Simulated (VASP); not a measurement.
Consider the following.

```xyz
2
Lattice="1.4585 -2.5262 0.0000 1.4585 2.5262 0.0000 0.0000 0.0000 2.8400" Properties=species:S:1:pos:R:3 pbc="T T T"
W      0.0000    -0.2000     0.0000
C      1.4585     0.8421     1.4200
```

Level of theory: r2SCAN meta-GGA, VASP's PBE PAW potentials (set 64) (plane waves; VASP). Settings: 600 eV cut-off, 14×14×12 Γ-centred mesh, first-order Methfessel-Paxton smearing of 0.10 eV, potentials W_sv C.

Question: Which forces act on the atoms, in eV/Å?

Answer: 
```tsv
atom	Fx	Fy	Fz
W1	0.000	3.440	0.000
C2	0.000	-3.440	0.000
```

Question: Give the stress tensor in GPa (positive for a compressed cell).

Answer: 
```
-2.63   0.00   0.00
 0.00  11.72   0.00
 0.00   0.00  11.06
```
The pressure is its mean diagonal, 6.71 GPa.

The compound is WC in the wc structure. This cell was strained or had an atom moved on purpose.
